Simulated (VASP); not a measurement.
Input:

```
CELL_PARAMETERS angstrom
      1.27738    -2.21248     0.00000
      1.27738     2.21248     0.00000
      0.00000     0.00000     4.22506
ATOMIC_POSITIONS crystal
  B  0.66667 0.33333 0.50023
  B  0.33333 0.66667 0.00023
  N  0.66667 0.33333 0.87477
  N  0.33333 0.66667 0.37477
```

All values below come from PW91 GGA, VASP's PBE PAW potentials (set 64) (plane waves; VASP). Run with 520 eV cut-off, Gaussian smearing of 0.050 eV, potentials B N.

Question: Give the energies of bands 3 to 11 at the high-symmetry points, in eV from the valence-band maximum.

Answer: 
```
band       Γ      M      K      A      L      H
----  ------  -----  -----  -----  -----  -----
3     -10.79  -9.38  -9.10  -5.64  -9.90  -8.74
4      -2.10  -7.71  -7.13  -5.64  -9.90  -8.74
5      -2.10  -6.83  -7.13  -1.16  -3.71  -7.62
6      -0.27  -4.92  -5.36  -1.16  -3.71  -7.62
7       0.00  -4.34  -5.35  -1.16  -3.52  -2.99
8       0.00  -2.08  -5.35  -1.16  -3.52  -2.99
9       8.36   6.72   5.24   9.43   6.60   9.29
10      8.36   7.96  13.38   9.43   6.60   9.29
11      8.58  10.58  13.38   9.90  10.00  10.17
```

The gap is indirect, 5.24 eV, from the valence maximum at Γ to the conduction minimum at K.

The compound is BN in the wurtzite structure, a metastable high-pressure form. It was relaxed first.
